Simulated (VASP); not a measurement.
Input:

```yaml
crystal:
  lattice:
    - [0.00000, 2.31540, 2.31540]
    - [2.31540, 0.00000, 2.31540]
    - [2.31540, 2.31540, 0.00000]
  atoms:
    - { symbol: B, position: [0.00000, 0.00000, 0.00000] }
    - { symbol: P, position: [0.25000, 0.25000, 0.25000] }
```

All values below come from PBE GGA, VASP's PBE PAW potentials (set 64) (plane waves; VASP). Run with 520 eV cut-off, 9×9×9 Γ-centred mesh, Gaussian smearing of 0.050 eV, potentials B P.

**Question.** Give the stress tensor in GPa (positive for a compressed cell).

**Answer.** 
```
-8.05   0.00   0.00
 0.00  -8.05   0.00
 0.00   0.00  -8.05
```
The pressure is its mean diagonal, -8.05 GPa.

The compound is BP in the zinc blende structure. The cell was not relaxed at this level.
